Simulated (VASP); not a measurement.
# CsLiCr2Te2S3 (R32) in VASP: reference runs, part 3 of 3

VASP 6.6.1. The steps go on from the part before.

## 7. Equation of state, PBE, collinear spin, ferromagnetic start, 29.76 Å³/atom (volume scaled by 1.02)

INCAR

```
SYSTEM = CsLiCr2Te2S3
PREC = Accurate
ENCUT = 520
EDIFF = 1E-7
ISMEAR = -1
SIGMA = 0.05
LREAL = .False.
LASPH = .True.
NELM = 120
ALGO = Normal
ISIF = 2
LWAVE = .False.
LCHARG = .False.
ISPIN = 2
MAGMOM = 0 0 3 3 0 0 0 0 0
LORBIT = 11
LMAXMIX = 4
GGA = PE
NBANDS = 47
KPAR = 4
```

KPOINTS

```
Automatic mesh
0
Gamma
  5 5 5
  0 0 0
```

POSCAR

```
CsLiCr2Te2S3
1.0
    3.3412726936      1.9290816944      6.9253830497
   -3.3412726936      1.9290816944      6.9253830497
    0.0000000000     -3.8581734550      6.9253830497
Cs Li Cr Te S
1 1 2 2 3
Direct
    0.0000000000      0.0000000000      0.0000000000
    0.5000000000      0.5000000000      0.5000000000
    0.7984800000      0.7984800000      0.7984800000
    0.2015200000      0.2015200000      0.2015200000
    0.6799000000      0.6799000000      0.6799000000
    0.3201000000      0.3201000000      0.3201000000
    0.1362600000      0.8637400000      0.5000000000
    0.5000000000      0.1362600000      0.8637400000
    0.8637400000      0.5000000000      0.1362600000
```

On the command line:

```console
$ cat potpaw_PBE.64/Cs_sv/POTCAR potpaw_PBE.64/Li_sv/POTCAR potpaw_PBE.64/Cr_pv/POTCAR potpaw_PBE.64/Te/POTCAR potpaw_PBE.64/S/POTCAR > POTCAR
$ mpirun -np 4 vasp_std > vasp.out
```

It took 2.6 min on 4 MPI ranks of Intel Xeon 6975P-C (Granite Rapids), shared host; peak memory 0.97 GiB.

The run converged. Its results:

```
Free energy                                           : -45.6714 eV
Largest force                                         : 0.154 eV/Å
Band gap on the k mesh                                : none (metal or under the smearing width)
Net moment                                            : 4.00 μB per cell
Site moments                                          : Cs -0.01; Li +0.00; Cr +2.37; Te -0.25; S -0.09 μB
Valence electrons inside the program's atomic spheres : Cs 6.57; Li 2.06; Cr 10.75; Te 3.39; S 3.74
```

Caveat: the cutoff is under 1.25 times the usual one of these potentials, so pressure, stress and relaxed cells hold a basis-set (Pulay) error; only a ferromagnetic start was run, and an antiferromagnetic order may lie lower in energy.

## 8. Equation of state, PBE, collinear spin, ferromagnetic start, 30.34 Å³/atom (volume scaled by 1.04)

INCAR is that of step 7.

KPOINTS is that of step 7.

POSCAR: that of step 7 with these lines changed.

```diff
@@ -2,5 +2,5 @@
 1.0
-    3.3412726936      1.9290816944      6.9253830497
-   -3.3412726936      1.9290816944      6.9253830497
-    0.0000000000     -3.8581734550      6.9253830497
+    3.3629698775      1.9416085499      6.9703543296
+   -3.3629698775      1.9416085499      6.9703543296
+    0.0000000000     -3.8832272314      6.9703543296
 Cs Li Cr Te S
```

On the command line:

```console
$ cat potpaw_PBE.64/Cs_sv/POTCAR potpaw_PBE.64/Li_sv/POTCAR potpaw_PBE.64/Cr_pv/POTCAR potpaw_PBE.64/Te/POTCAR potpaw_PBE.64/S/POTCAR > POTCAR
$ mpirun -np 4 vasp_std > vasp.out
```

Run time: 2.7 min. Hardware: 4 MPI ranks of Intel Xeon 6975P-C (Granite Rapids), shared host; peak memory 0.96 GiB.

Results (log left out):

- Free energy: -45.6367 eV
- Largest force: 0.283 eV/Å
- Band gap on the k mesh: none (metal or under the smearing width)
- Net moment: 4.00 μB per cell
- Site moments: Cs -0.01; Li +0.00; Cr +2.41; Te -0.26; S -0.09 μB
- Valence electrons inside the program's atomic spheres: Cs 6.57; Li 2.05; Cr 10.72; Te 3.38; S 3.73

Caveat: the cutoff is under 1.25 times the usual one of these potentials, so pressure, stress and relaxed cells hold a basis-set (Pulay) error; only a ferromagnetic start was run, and an antiferromagnetic order may lie lower in energy.

## 9. Equation of state, PBE, collinear spin, ferromagnetic start, 30.93 Å³/atom (volume scaled by 1.06)

INCAR is that of step 8.

KPOINTS is that of step 8.

POSCAR: that of step 8 with these lines changed.

```diff
@@ -2,5 +2,5 @@
 1.0
-    3.3629698775      1.9416085499      6.9703543296
-   -3.3629698775      1.9416085499      6.9703543296
-    0.0000000000     -3.8832272314      6.9703543296
+    3.3843906453      1.9539758168      7.0147526880
+   -3.3843906453      1.9539758168      7.0147526880
+    0.0000000000     -3.9079618297      7.0147526880
 Cs Li Cr Te S
```

Potentials or basis: VASP PAW PBE potentials, release 64 (Cs_sv, Li_sv, Cr_pv, Te, S).

On the command line:

```console
$ cat potpaw_PBE.64/Cs_sv/POTCAR potpaw_PBE.64/Li_sv/POTCAR potpaw_PBE.64/Cr_pv/POTCAR potpaw_PBE.64/Te/POTCAR potpaw_PBE.64/S/POTCAR > POTCAR
$ mpirun -np 4 vasp_std > vasp.out
```

It took 2.7 min on 4 MPI ranks of Intel Xeon 6975P-C (Granite Rapids), shared host; peak memory 0.94 GiB.

The run converged. Its results:

```
Free energy                                           : -45.5820 eV
Largest force                                         : 0.398 eV/Å
Band gap on the k mesh                                : none (metal or under the smearing width)
Net moment                                            : 4.00 μB per cell
Site moments                                          : Cs -0.01; Li +0.00; Cr +2.46; Te -0.28; S -0.10 μB
Valence electrons inside the program's atomic spheres : Cs 6.57; Li 2.05; Cr 10.69; Te 3.37; S 3.73
```

Caveat: the cutoff is under 1.25 times the usual one of these potentials, so pressure, stress and relaxed cells hold a basis-set (Pulay) error; only a ferromagnetic start was run, and an antiferromagnetic order may lie lower in energy.

## 10. Equation of state, PBE, collinear spin, ferromagnetic start

Potentials or basis: VASP PAW PBE potentials, release 64 (Cs_sv, Li_sv, Cr_pv, Te, S).

This step only gathers the single runs of the series.

What came out:

| Quantity | Value |
| --- | --- |
| Equilibrium volume | 29.18 Å³/atom |
| Bulk modulus at fixed shape and positions | 38 GPa |
| Pressure derivative of the bulk modulus | 4.6 |

Energy against volume, from the lowest point:
```
volume (Å³/atom)  energy (meV/atom)
          27.425              14.17
          28.008               6.06
          28.592               1.46
          29.175               0.00
          29.759               1.34
          30.342               5.19
          30.926              11.27
```

Caveat: the cutoff is under 1.25 times the usual one of these potentials, so pressure, stress and relaxed cells hold a basis-set (Pulay) error; the cell was scaled at fixed shape and fractional positions, which overstates the stiffness of a crystal with free parameters, most of all of layers and chains. Spin-orbit coupling is left out, which matters for the levels of Cs, Te.

## 11. Summary

| task | cell | gap on the mesh (eV) | moment (μB) | largest force (eV/Å) |
| --- | --- | --- | --- | --- |
| single point | as given | none | 4.00 | 0.01 |
| single point | atoms moved at random, drawn with an rms of 0.05 Å | none | 4.01 | 1.13 |
| equation of state | as given | - | - | - |

Alike in all rows: level PBE; potentials or basis VASP PAW PBE potentials, release 64 (Cs_sv, Li_sv, Cr_pv, Te, S); spin collinear, ferromagnetic start; k mesh 5 × 5 × 5; cutoff (eV) 520; smearing fermi-dirac 0.05 eV.

Caveats: the cutoff is under 1.25 times the usual one of these potentials, so pressure, stress and relaxed cells hold a basis-set (Pulay) error; only a ferromagnetic start was run, and an antiferromagnetic order may lie lower in energy (some runs); the cell was scaled at fixed shape and fractional positions, which overstates the stiffness of a crystal with free parameters, most of all of layers and chains (some runs).

Absolute energies hang on the potentials; compare differences alone.
